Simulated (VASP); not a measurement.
Wanted: the native input for a VASP 6.6.1 run.

- Task: relaxation of cell and atoms
- Functional: LDA
- Potentials or basis: VASP PAW LDA potentials, release 64 (Ga_d, Sb)
- Cutoff: 350 eV
- k mesh: 6 × 6 × 6
- Occupations: gaussian, width 0.02 eV
- Spin: no spin polarisation
- Further INCAR settings: ALGO = Fast; EDIFF = 1e-07; IBRION = 2; EDIFFG = -0.002; NSW = 80; ISIF = 3

The structure of GaSb lies in POSCAR:

```
GaSb                                    
1.0
   -0.0000000000      3.0249363664      3.0249363664
    3.0249363664      0.0000000000      3.0249363664
    3.0249363664      3.0249363664      0.0000000000
  Ga              Sb            
     1     1
Direct
     0.0000000000000000    0.0000000000000000    0.0000000000000000
     0.2500000000000000    0.2500000000000000    0.2500000000000000
```

One way to write it, as run:

INCAR

```
SYSTEM = GaSb
PREC = Accurate ; ENCUT = 350
EDIFF = 1E-7 ; ISMEAR = 0
SIGMA = 0.02 ; LREAL = .FALSE.
LASPH = .TRUE. ; NELM = 80
ALGO = Fast ; ISIF = 3
LWAVE = .FALSE. ; LCHARG = .FALSE.
IBRION = 2 ; NSW = 80
EDIFFG = -0.002
```

KPOINTS

```
Automatic mesh
0
G
  6 6 6
  0 0 0
```

Potentials or basis: VASP PAW LDA potentials, release 64 (Ga_d, Sb).

Launch:

```console
$ cat potpaw_LDA.64/Ga_d/POTCAR potpaw_LDA.64/Sb/POTCAR > POTCAR
$ mpirun -np 1 vasp_std > vasp.out
```

Results of the run:

* Pressure after relaxing: 0.0 GPa
* Band gap on the k mesh: 0.11 eV, direct

Caveat: the cutoff is under 1.25 times the usual one of these potentials, so pressure, stress and relaxed cells hold a basis-set (Pulay) error; the relaxation stopped at its first step, so nothing moved; spin-orbit coupling is left out, which moves the levels of the heavy elements.

It used 5.5 s of CPU time on 1 thread of Intel(R) Xeon(R) Platinum 8488C (Sapphire Rapids), on a shared host, which was overloaded at the time.
